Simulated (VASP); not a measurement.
These are TPSS meta-GGA, VASP's PBE PAW potentials (set 64) (plane waves; VASP) values and carry that method's errors.

The input files of a VASP run:

### POSCAR
```
CeO2
1
   -0.0000000000     2.7229406790     2.7229406790
    2.7229406790     0.0000000000     2.7229406790
    2.7229406790     2.7229406790     0.0000000000
Ce O
1 2
Direct
  0.0000000000   0.0000000000   0.0000000000
  0.2500000000   0.2500000000   0.2500000000
  0.7500000000   0.7500000000   0.7500000000
```

**KPOINTS**
```
Automatic mesh
0
Gamma
6 6 6
0 0 0
```

INCAR:
```
ALGO=Normal
EDIFF=1E-6
EDIFFG=-0.02
ENCUT=520
IBRION=2
ISIF=3
ISMEAR=0
LASPH=.TRUE.
LCHARG=.FALSE.
LMAXMIX=6
LMIXTAU=.TRUE.
LREAL=.FALSE.
LWAVE=.FALSE.
METAGGA=TPSS
NELM=100
NSW=60
PREC=Accurate
SIGMA=0.05
SYSTEM=CeO2
```

POTCAR, in this order: Ce O (PBE.64 set). Program: vasp_std.

What VASP printed:

File OSZICAR:
```
       N       E                     dE             d eps       ncg     rms          rms(c)
DAV:   1     0.224871790997E+03    0.22487E+03   -0.11606E+04   528   0.199E+03
DAV:   2     0.166153889731E+02   -0.20826E+03   -0.20344E+03   760   0.316E+02
DAV:   3    -0.173994716975E+02   -0.34015E+02   -0.30899E+02   696   0.145E+02
DAV:   4    -0.185710802837E+02   -0.11716E+01   -0.11714E+01   736   0.294E+01
DAV:   5    -0.186443149260E+02   -0.73235E-01   -0.73231E-01   880   0.608E+00    0.411E+01
DAV:   6    -0.400151879574E+02   -0.21371E+02   -0.14789E+02   584   0.141E+02    0.168E+01
DAV:   7    -0.382748832663E+02    0.17403E+01   -0.17997E+01   768   0.390E+01    0.707E+00
DAV:   8    -0.387826052006E+02   -0.50772E+00   -0.18508E+01   776   0.444E+01    0.100E+01
DAV:   9    -0.379937270682E+02    0.78888E+00   -0.74234E+00   712   0.196E+01    0.430E+00
DAV:  10    -0.381465294150E+02   -0.15280E+00   -0.72474E-01   784   0.711E+00    0.353E+00
DAV:  11    -0.380211519063E+02    0.12538E+00   -0.83327E-01   728   0.701E+00    0.935E-01
DAV:  12    -0.380157689932E+02    0.53829E-02   -0.12316E-01   552   0.303E+00    0.412E-01
DAV:  13    -0.380229608015E+02   -0.71918E-02   -0.25086E-02   744   0.216E+00    0.827E-01
DAV:  14    -0.380268828951E+02   -0.39221E-02   -0.33565E-03   760   0.663E-01    0.393E-01
DAV:  15    -0.380277341695E+02   -0.85127E-03   -0.24153E-02   712   0.104E+00    0.318E-01
DAV:  16    -0.380265180749E+02    0.12161E-02   -0.93764E-03   760   0.782E-01    0.902E-02
DAV:  17    -0.380266131441E+02   -0.95069E-04   -0.19938E-04   632   0.143E-01    0.468E-02
DAV:  18    -0.380266240905E+02   -0.10946E-04   -0.12781E-04   736   0.107E-01    0.320E-02
DAV:  19    -0.380266149257E+02    0.91648E-05   -0.62846E-05   760   0.580E-02    0.141E-02
DAV:  20    -0.380266295505E+02   -0.14625E-04   -0.25683E-05   744   0.496E-02    0.365E-03
DAV:  21    -0.380266332932E+02   -0.37427E-05   -0.22316E-06   448   0.156E-02    0.114E-03
DAV:  22    -0.380266326223E+02    0.67093E-06   -0.21689E-07   352   0.627E-03
   1 F= -.38026633E+02 E0= -.38026633E+02  d E =-.380266E+02
```

### OUTCAR
```
------------------------ aborting loop because EDIFF is reached ----------------------------------------
  FORCE on cell =-STRESS in cart. coord.  units (eV):
  Direction    XX          YY          ZZ          XY          YZ          ZX
  --------------------------------------------------------------------------------------
  Total        0.0181520      0.0181520      0.0181520      0.0000000     -0.0000000     -0.0000000
  in kB        0.7202636      0.7202636      0.7202636      0.0000000     -0.0000000     -0.0000000
  external PRESSURE =       0.7202636 kB  Pullay stress =       0.0000000 kB
  volume of cell :       40.38
      direct lattice vectors                 reciprocal lattice vectors
     0.000000000  2.722940679  2.722940679    -0.183625007  0.183625007  0.183625007
     2.722940679  0.000000000  2.722940679     0.183625007 -0.183625007  0.183625007
     2.722940679  2.722940679  0.000000000     0.183625007  0.183625007 -0.183625007
 POSITION                                       TOTAL-FORCE (eV/Angst)
 -----------------------------------------------------------------------------------
      0.00000      0.00000      0.00000         0.000000      0.000000     -0.000000
      1.36147      1.36147      1.36147         0.000000      0.000000      0.000000
      4.08441      4.08441      4.08441        -0.000000     -0.000000     -0.000000
 -----------------------------------------------------------------------------------
    total drift:                                0.000000     -0.000000      0.000000
  FREE ENERGIE OF THE ION-ELECTRON SYSTEM (eV)
  ---------------------------------------------------
  free  energy   TOTEN  =       -38.0266326223 eV

  energy  without entropy=      -38.0266326223  energy(sigma->0) =      -38.02663262

 reached required accuracy - stopping structural energy minimisation
```
(Selected blocks of OUTCAR.)

The compound is CeO2 in the fluorite structure. It was relaxed first. The start is the result of an earlier pass. The run is not spin-polarised, so no magnetic state was tried.
